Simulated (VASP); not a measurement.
# CuF (Pm-3m) in VASP: notebook

Runs on CuF. Level: PBEsol. Tasks: single point, relaxation of cell and atoms.

All numbers are computed with VASP 6.6.1; they aren't measurements. Logs are shortened: lines on timing, memory, paths and dates and some standing lists are left out, and cuts for length are marked.

### 1 Starting point

The structure is cubic, space group Pm-3m (No. 221). The conventional cell has a = 2.730 Å, b = 2.730 Å, c = 2.730 Å, α = 90.00°, β = 90.00°, γ = 90.00°. Around Cu (site symmetry m-3m) lie 8 F at 2.36 Å. F (site symmetry m-3m) is surrounded by 8 Cu at 2.36 Å.

The cell was built by a generator and needn't be a form met in nature.

### 2 Single point, PBEsol

INCAR reads:

```
PREC = Accurate
ENCUT = 520
EDIFF = 1E-7
ISMEAR = -1
SIGMA = 0.02
LREAL = False
LASPH = True
NELM = 100
ALGO = Normal
ISIF = 2
LWAVE = False
LCHARG = False
GGA = PS
NBANDS = 16
```

KPOINTS reads:

```
regular mesh
0
Gamma
  8 8 8
```

POSCAR reads:

```
CuF
1.0
    2.7297705688      0.0000000000      0.0000000000
    0.0000000000      2.7297705688      0.0000000000
    0.0000000000      0.0000000000      2.7297705688
Cu F
1 1
Direct
    0.0000000000      0.0000000000      0.0000000000
    0.5000000000      0.5000000000      0.5000000000
```

Potentials or basis: VASP PAW PBE potentials, release 64 (Cu, F).

Launch:

```bash
$ cat potpaw_PBE.64/Cu/POTCAR potpaw_PBE.64/F/POTCAR > POTCAR
$ mpirun -np 1 vasp_std > vasp.out
```

OUTCAR:

```text
PREC = Accurate
   ENCUT = 520
   EDIFF = 1E-7
   ISMEAR = -1
   LREAL = False
   LASPH = True
   NELM = 100
   ISIF = 2
   GGA = PS

 ion  position               nearest neighbor table
   1  0.000  0.000  0.000-
   2  0.500  0.500  0.500-

  LATTYP: Found a simple cubic cell.
 ALAT       =     2.7297705688

  Lattice vectors:

 A1 = (   2.7297705688,   0.0000000000,   0.0000000000)
 A2 = (   0.0000000000,   2.7297705688,   0.0000000000)
 A3 = (   0.0000000000,   0.0000000000,   2.7297705688)

Analysis of symmetry for initial positions (statically):
=====================================================================
 Subroutine PRICEL returns:
 Original cell was already a primitive cell.

 Routine SETGRP: Setting up the symmetry group for a
 simple cubic supercell.

 Subroutine GETGRP returns: Found 48 space group operations
 (whereof 48 operations were pure point group operations)
 out of a pool of 48 trial point group operations.

The static configuration has the point symmetry O_h .

Analysis of symmetry for dynamics (positions and initial velocities):
=====================================================================
 Subroutine PRICEL returns:
 Original cell was already a primitive cell.

 Routine SETGRP: Setting up the symmetry group for a
 simple cubic supercell.

 Subroutine GETGRP returns: Found 48 space group operations
 (whereof 48 operations were pure point group operations)
 out of a pool of 48 trial point group operations.

The dynamic configuration has the point symmetry O_h .

 Subroutine INISYM returns: Found 48 space group operations
 (whereof 48 operations are pure point group operations),
 and found     1 'primitive' translations

----------------------------------------------------------------------------------------

                                     Primitive cell

  volume of cell :      20.3413

  direct lattice vectors                    reciprocal lattice vectors
     2.729770569  0.000000000  0.000000000     0.366331153  0.000000000  0.000000000
     0.000000000  2.729770569  0.000000000     0.000000000  0.366331153  0.000000000
     0.000000000  0.000000000  2.729770569     0.000000000  0.000000000  0.366331153

  length of vectors
     2.729770569  2.729770569  2.729770569     0.366331153  0.366331153  0.366331153

  position of ions in fractional coordinates (direct lattice)
     0.000000000  0.000000000  0.000000000
     0.500000000  0.500000000  0.500000000

  ion indices of the primitive-cell ions
   primitive index   ion index
                 1           1
                 2           2

----------------------------------------------------------------------------------------

 KPOINTS: regular mesh

Automatic generation of k-mesh.
 Grid dimensions read from file:
 generate k-points for:    8    8    8

 Generating k-lattice:

  Cartesian coordinates                     Fractional coordinates (reciprocal lattice)
     0.045791394  0.000000000  0.000000000     0.125000000  0.000000000  0.000000000
     0.000000000  0.045791394  0.000000000     0.000000000  0.125000000  0.000000000
     0.000000000  0.000000000  0.045791394     0.000000000  0.000000000  0.125000000

  Length of vectors
     0.045791394  0.045791394  0.045791394

  Shift w.r.t. Gamma in fractional coordinates (k-lattice)
     0.000000000  0.000000000  0.000000000

 Subroutine IBZKPT returns following result:
 ===========================================

 Found     35 irreducible k-points:

 Following reciprocal coordinates:
            Coordinates               Weight
  0.000000  0.000000  0.000000      1.000000
  0.125000  0.000000  0.000000      6.000000
  0.250000  0.000000  0.000000      6.000000
  0.375000  0.000000  0.000000      6.000000
  0.500000  0.000000  0.000000      3.000000
  0.125000  0.125000  0.000000     12.000000
[... 16 lines left out ...]
  0.375000  0.375000  0.125000     24.000000
  0.500000  0.375000  0.125000     24.000000
 [... further k-points ...]
   k-points           NKPTS =     35   k-points in BZ     NKDIM =     35   number of bands    NBANDS=     16
   number of dos      NEDOS =    301   number of ions     NIONS =      2
   total plane-waves  NPLWV =   8000
   dimension x,y,z NGX =    20 NGY =   20 NGZ =   20
   dimension x,y,z NGXF=    40 NGYF=   40 NGZF=   40
   ions per type =               1   1
   NGX,Y,Z   is equivalent  to a cutoff of  12.18, 12.18, 12.18 a.u.
   NGXF,Y,Z  is equivalent  to a cutoff of  24.36, 24.36, 24.36 a.u.
 SYSTEM =  unknown system
   PREC   = accura    normal or accurate (medium, high low for compatibility)
   ISTART =      0    job   : 0-new  1-cont  2-samecut
   ICHARG =      2    charge: 1-file 2-atom 10-const
   ISPIN  =      1    spin polarized calculation?
   LNONCOLLINEAR =      F non collinear calculations
   LSORBIT =      F    spin-orbit coupling
   LASPH  =      T    aspherical Exc in radial PAW
   ENCUT  =  520.0 eV  38.22 Ry    6.18 a.u.   5.08  5.08  5.08*2*pi/ulx,y,z
   NELM   =    100;   NELMIN=  2; NELMDL= -5     # of ELM steps
   EDIFF  = 0.1E-06   stopping-criterion for ELM
   LREAL  =      F    real-space projection
   EDIFFG = 0.1E-05   stopping-criterion for IOM
   NSW    =      0    number of steps for IOM
   IBRION =     -1    ionic relax: 0-MD 1-quasi-New 2-CG
   NFREE  =      0    steps in history (QN), initial steepest desc. (CG)
   ISIF   =      2    stress and relaxation
   ISYM   =      2    0-nonsym 1-usesym 2-fastsym
   POTIM  = 0.5000    time-step for ionic-motion
   TEBEG  =    0.0;   TEEND  =   0.0 temperature during run
   PSTRESS=    0.0 pullay stress
   NELECT =      18.0000    total number of electrons
   NUPDOWN=      -1.0000    fix difference up-down
   EMIN   =  10.00;   EMAX   =-10.00  energy-range for DOS
   EFERMI =   0.00;   METHOD = LEGACY
   ISMEAR =    -1;   SIGMA  =   0.02  broadening in eV -4-tet -1-fermi 0-gaus
   EFERMI_NEDOS =   21; number of points for ismear=-14 and -15
   IALGO  =     38    algorithm
   IMIX   =      4    mixing-type and parameters
     AMIX     =   0.40;   BMIX     =  1.00
     AMIX_MAG =   1.60;   BMIX_MAG =  1.00
  volume/ion in A,a.u.               =      10.17        68.63
  Fermi-wavevector in a.u.,A,eV,Ry     =   1.571712  2.970104 33.610163  2.470277
  Thomas-Fermi vector in A             =   2.673255
   LORBIT       =      0    0 simple, 1 ext, 2 COOP (PROOUT), +10 PAW based schemes
   GGA     = PS    functional components
   LHFCALC =     F    Hartree Fock is set to
   AEXX    =    0.0000 exact exchange contribution
   IVDW    =     0    specifies the selected vdW correction
   LEPSILON=     F    determine dielectric tensor
   LRPA    =     F    only Hartree local field effects (RPA)
 non-spin polarized calculation
  energy-cutoff  :      520.00
  volume of cell :       20.34
 maximum number of plane-waves:       556
   NGX = 11   NGY = 11   NGZ = 11

 number of electron      17.9999956 magnetization

 Free energy of the ion-electron system (eV)
  ---------------------------------------------------
  ext. energy  EPLUGINS =         0.00000000
  ---------------------------------------------------
  free energy    TOTEN  =        -7.65244120 eV

  energy without entropy =       -7.64972263  energy(sigma->0) =       -7.65108192

 E-fermi :   4.9697     XC(G=0): -12.2030

 val. band max:        4.9688614035   @ k =   0.1250   0.1250   0.0000
 cond. band min:       4.9738860603   @ k =   0.5000   0.5000   0.3750
 fundamental gap:      0.0050246568
 Fermi energy:         4.9697350892

 k-point     1 :       0.0000    0.0000    0.0000
  band No.  band energies     occupation
      1     -19.1158      2.00000
      2       0.4715      2.00000
      3       0.4715      2.00000
      4       0.4715      2.00000
      5       2.9971      2.00000
      6       2.9973      2.00000
[... 8 lines left out ...]
     15      22.0536      0.00000
     16      36.1635      0.00000

 k-point     2 :       0.1250    0.0000    0.0000
  band No.  band energies     occupation
      1     -19.0541      2.00000
      2      -0.3962      2.00000
      3       0.4569      2.00000
      4       0.4569      2.00000
      5       3.0329      2.00000
      6       3.2200      2.00000
[... 8 lines left out ...]
     15      24.1351      0.00000
     16      32.8123      0.00000

 k-point     3 :       0.2500    0.0000    0.0000
  band No.  band energies     occupation
      1     -18.9002      2.00000
      2      -1.7231      2.00000
      3       0.4203      2.00000
      4       0.4203      2.00000
      5       3.1199      2.00000
      6       3.7676      2.00000
[... 8 lines left out ...]
     15      27.0120      0.00000
     16      29.3942      0.00000

 k-point     4 :       0.3750    0.0000    0.0000
  band No.  band energies     occupation
      1     -18.7386      2.00000
      2      -2.7086      2.00000
      3       0.3820      2.00000
      4       0.3820      2.00000
      5       3.2084      2.00000
      6       4.3119      2.00000
[... 8 lines left out ...]
     15      26.8328      0.00000
     16      30.0307      0.00000
[... 324 lines left out ...]
 k-point    22 :       0.5000    0.2500    0.1250
  band No.  band energies     occupation
      1     -18.4754      2.00000
      2      -2.3014      2.00000
      3      -0.6528      2.00000
      4       0.2579      2.00000
      5       3.5519      2.00000
      6       4.0210      2.00000
[... 8 lines left out ...]
     15      26.3971      0.00000
     16      31.1648      0.00000

 k-point    23 :       0.3750    0.3750    0.1250
  band No.  band energies     occupation
      1     -18.4145      2.00000
      2      -1.6946      2.00000
      3      -1.3683      2.00000
      4       0.3410      2.00000
      5       3.5442      2.00000
      6       3.9845      2.00000
[... 8 lines left out ...]
     15      26.7402      0.00000
     16      29.2459      0.00000

 k-point    24 :       0.5000    0.3750    0.1250
  band No.  band energies     occupation
      1     -18.3643      2.00000
      2      -1.8201      2.00000
      3      -1.3328      2.00000
      4       0.4056      2.00000
      5       3.4944      2.00000
      6       3.9554      2.00000
[... 8 lines left out ...]
     15      26.4042      0.00000
     16      28.5260      0.00000

 [... further k-points ...]

------------------------ aborting loop because EDIFF is reached ----------------------------------------

  FORCE on cell =-STRESS in cart. coord.  units (eV):
  Direction    XX          YY          ZZ          XY          YZ          ZX
  --------------------------------------------------------------------------------------
  -------------------------------------------------------------------------------------
  Total       -0.0174446     -0.0174446     -0.0174446      0.0000000      0.0000000     -0.0000000
  in kB       -1.3740232     -1.3740232     -1.3740232      0.0000000      0.0000000     -0.0000000
  external PRESSURE =      -1.3740232 kB  Pullay stress =       0.0000000 kB

 VOLUME and BASIS-vectors are now :
 -----------------------------------------------------------------------------
  energy-cutoff  :      520.00
  volume of cell :       20.34
      direct lattice vectors                 reciprocal lattice vectors
     2.729770569  0.000000000  0.000000000     0.366331153  0.000000000  0.000000000
     0.000000000  2.729770569  0.000000000     0.000000000  0.366331153  0.000000000
     0.000000000  0.000000000  2.729770569     0.000000000  0.000000000  0.366331153

 POSITION                                       TOTAL-FORCE (eV/Angst)
 -----------------------------------------------------------------------------------
      0.00000      0.00000      0.00000         0.000000      0.000000      0.000000
      1.36489      1.36489      1.36489         0.000000      0.000000      0.000000
 -----------------------------------------------------------------------------------
    total drift:                                0.000000      0.000000      0.000000

  FREE ENERGIE OF THE ION-ELECTRON SYSTEM (eV)
  ---------------------------------------------------
  free  energy   TOTEN  =        -7.6524412032 eV

  energy  without entropy=       -7.6497226270  energy(sigma->0) =       -7.65108192
```

Wall time 12 s (1 thread of Intel Xeon Platinum 8488C (Sapphire Rapids), shared host); peak memory 0.12 GiB.

What came out:

```
Free energy            : -7.6524 eV
Pressure               : -0.1 GPa
Band gap on the k mesh : none (metal or under the smearing width)
```

Caveat: the PAW data sets were made with another functional, which shifts forces and pressure a little; the run has no spin polarisation, though such a crystal can be magnetic; semilocal functionals often make such compounds metallic where correlation or magnetic order opens a gap, which also shifts bond lengths.

### 3 Relaxation of cell and atoms, PBEsol

This run uses another cell than the first one, of 10.90 Å³/atom, 1.072 times its volume.

INCAR reads:

```
SYSTEM = CuF
ALGO = Normal
EDIFF = 1E-6
EDIFFG = -0.005
ENCUT = 600
GGA = PS
IBRION = 2
ISIF = 3
ISMEAR = -1
LASPH = .TRUE.
LCHARG = .FALSE.
LREAL = .FALSE.
LWAVE = .FALSE.
NELM = 100
NSW = 80
PREC = Accurate
SIGMA = 0.02
```

KPOINTS reads:

```
k-points
0
G
  8 8 8
  0 0 0
```

POSCAR reads:

```
CuF
1.0
    2.7936810894      0.0000000000      0.0000000000
    0.0000000000      2.7936810894      0.0000000000
    0.0000000000      0.0000000000      2.7936810894
Cu F
1 1
Direct
    0.0000000000      0.0000000000      0.0000000000
    0.5000000000      0.5000000000      0.5000000000
```

Potentials or basis: VASP PAW PBE potentials, release 64 (Cu, F).

Launch:

```bash
$ cat potpaw_PBE.64/Cu/POTCAR potpaw_PBE.64/F/POTCAR > POTCAR
$ mpirun -np 1 vasp_std > vasp.out
```

Run time: 19 s. Hardware: 1 thread of Intel Xeon Platinum 8488C (Sapphire Rapids), shared host; peak memory 0.14 GiB.

Results (log left out):

```
Free energy                            : -7.6577 eV
Relaxed volume                         : 10.16 Å³/atom
Relaxed cell                           : a = 2.728 Å, b = 2.728 Å, c = 2.728 Å, α = 90.00°, β = 90.00°, γ = 90.00°
Space group after relaxing (to 0.05 Å) : Pm-3m (No. 221)
Energy gained by relaxing              : 17.6 meV/atom
Ionic steps                            : 3
Pressure after relaxing                : -0.1 GPa
Band gap on the k mesh                 : none (metal or under the smearing width)
```

The path:
```
step  energy change (eV)  largest force (eV/Å)  pressure (GPa)  volume (Å³)
   1              0.0000                0.0000           -7.01        21.80
   2             -0.0351                0.0000           -0.14        20.33
   3             -0.0352                0.0000           -0.05        20.31
```

Final structure:
```yaml
crystal:
  lattice:
    - [2.72840, 0.00000, 0.00000]
    - [0.00000, 2.72840, 0.00000]
    - [0.00000, 0.00000, 2.72840]
  atoms:
    - { symbol: Cu, position: [0.00000, 0.00000, 0.00000] }
    - { symbol: F, position: [0.50000, 0.50000, 0.50000] }
```

Levels at points of the mesh, in eV from the Fermi level:
```csv
k point,band 6,band 7,band 8,band 9,band 10,band 11,band 12,band 13
"(0.00, 0.00, 0.00)",-1.98,-1.97,-0.36,-0.36,-0.36,15.24,15.24,17.10
"(0.50, 0.00, 0.00)",-0.44,-0.31,-0.16,-0.16,4.09,4.90,16.73,16.73
"(0.50, 0.50, 0.00)",-1.28,-0.78,-0.78,-0.02,4.95,8.56,8.56,14.88
"(0.50, 0.50, 0.50)",-0.02,-0.02,0.01,0.01,6.77,6.77,6.77,11.64
```

Caveat: the PAW data sets were made with another functional, which shifts forces and pressure a little; the run has no spin polarisation, though such a crystal can be magnetic; semilocal functionals often make such compounds metallic where correlation or magnetic order opens a gap, which also shifts bond lengths.
